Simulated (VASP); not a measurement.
All values below come from LDA (Ceperley-Alder, Perdew-Zunger) with spin-orbit coupling, VASP's LDA PAW potentials (set 64) (plane waves; VASP).

VASP input:

File KPOINTS:
```
Automatic
0
gamma
  7 7 7
```

INCAR:
```
SYSTEM  =  CdSe
PREC  =  Accurate; ENCUT  =  400; LREAL  =  .FALSE.
LASPH  =  .TRUE.
EDIFF  =  1E-6; NELM  =  100; ALGO  =  Normal
LMAXMIX  =  4
ISMEAR  =  0; SIGMA  =  0.05
GGA_COMPAT  =  .FALSE.
MAGMOM  =  0 0 0 0 0 0
LSORBIT  =  .TRUE.
LWAVE  =  .FALSE.; LCHARG  =  .FALSE.
```

File KPOINTS_OPT:
```
k-points along high-symmetry lines
8
Line-mode
Reciprocal
  0.000000   0.000000   0.000000 ! GAMMA
 -0.500000  -0.500000   0.000000 ! X

 -0.500000  -0.500000   0.000000 ! X
 -0.375000  -0.375000   0.250000 ! U

 -0.375000  -0.000000   0.375000 ! K
  0.000000   0.000000   0.000000 ! GAMMA

  0.000000   0.000000   0.000000 ! GAMMA
 -0.000000  -0.000000   0.500000 ! L

 -0.000000  -0.000000   0.500000 ! L
 -0.500000  -0.250000   0.250000 ! W

 -0.500000  -0.250000   0.250000 ! W
 -0.500000  -0.500000   0.000000 ! X
```

### POSCAR
```
CdSe
1
    0.0000000000     3.0057119327     3.0057119327
    3.0057119327     0.0000000000     3.0057119327
    3.0057119327     3.0057119327    -0.0000000000
Cd Se
1 1
Direct
  0.0000000000   0.0000000000   0.0000000000
  0.2500000000   0.2500000000   0.2500000000
```

POTCAR, in this order: Cd Se (LDA.64 set). Program: vasp_ncl.

Output of the run:

OSZICAR:
```
       N       E                     dE             d eps       ncg     rms          rms(c)
DAV:   1     0.103641627180E+03    0.10364E+03   -0.75653E+03  1600   0.102E+03
DAV:   2    -0.197086886915E+01   -0.10561E+03   -0.10207E+03  1734   0.289E+02
DAV:   3    -0.714361770194E+01   -0.51727E+01   -0.51456E+01  1774   0.645E+01
DAV:   4    -0.718222748499E+01   -0.38610E-01   -0.38581E-01  1738   0.523E+00
DAV:   5    -0.718245558384E+01   -0.22810E-03   -0.22809E-03  1726   0.376E-01    0.725E+00
DAV:   6    -0.683813508385E+01    0.34432E+00   -0.57685E-01  1990   0.115E+01    0.544E+00
DAV:   7    -0.681406822377E+01    0.24067E-01   -0.20142E-01  1634   0.344E+00    0.236E+00
DAV:   8    -0.681047866959E+01    0.35896E-02   -0.20114E-02  1636   0.207E+00    0.804E-01
DAV:   9    -0.681012034758E+01    0.35832E-03   -0.93304E-04  1706   0.375E-01    0.156E-01
DAV:  10    -0.681001250632E+01    0.10784E-03   -0.73521E-04  1678   0.411E-01    0.333E-02
DAV:  11    -0.681000323156E+01    0.92748E-05   -0.13721E-04  1658   0.196E-01    0.315E-02
DAV:  12    -0.681000419089E+01   -0.95933E-06   -0.11369E-05  1612   0.280E-02    0.769E-03
DAV:  13    -0.681000274026E+01    0.14506E-05   -0.29194E-06  1508   0.201E-02    0.354E-03
DAV:  14    -0.681000271822E+01    0.22040E-07   -0.76986E-07   896   0.808E-03
   1 F= -.68100027E+01 E0= -.68100027E+01  d E =-.154654E-07  mag=     0.0000    -0.0000     0.0000
       N       E                     dE             ncg
       N       E                     dE             ncg
```

OUTCAR:
```
------------------------ aborting loop because EDIFF is reached ----------------------------------------
  FORCE on cell =-STRESS in cart. coord.  units (eV):
  Direction    XX          YY          ZZ          XY          YZ          ZX
  --------------------------------------------------------------------------------------
  Total       -0.0125745     -0.0125745     -0.0125745     -0.0000000      0.0000000     -0.0000000
  in kB       -0.3709607     -0.3709607     -0.3709607     -0.0000000      0.0000000     -0.0000000
  external PRESSURE =      -0.3709607 kB  Pullay stress =       0.0000000 kB
  volume of cell :       54.31
      direct lattice vectors                 reciprocal lattice vectors
     0.000000000  3.005711933  3.005711933    -0.166349940  0.166349940  0.166349940
     3.005711933  0.000000000  3.005711933     0.166349940 -0.166349940  0.166349940
     3.005711933  3.005711933  0.000000000     0.166349940  0.166349940 -0.166349940
  FREE ENERGIE OF THE ION-ELECTRON SYSTEM (eV)
  ---------------------------------------------------
  free  energy   TOTEN  =        -6.8100027182 eV

  energy  without entropy=       -6.8100027028  energy(sigma->0) =       -6.81000271

 Ion:    1  E_soc:     -0.0622854

 Ion:    2  E_soc:     -0.0419164
```
(Selected blocks of OUTCAR.)

The compound is CdSe in the zinc blende structure, whereas wurtzite is the usual form. It was relaxed first.
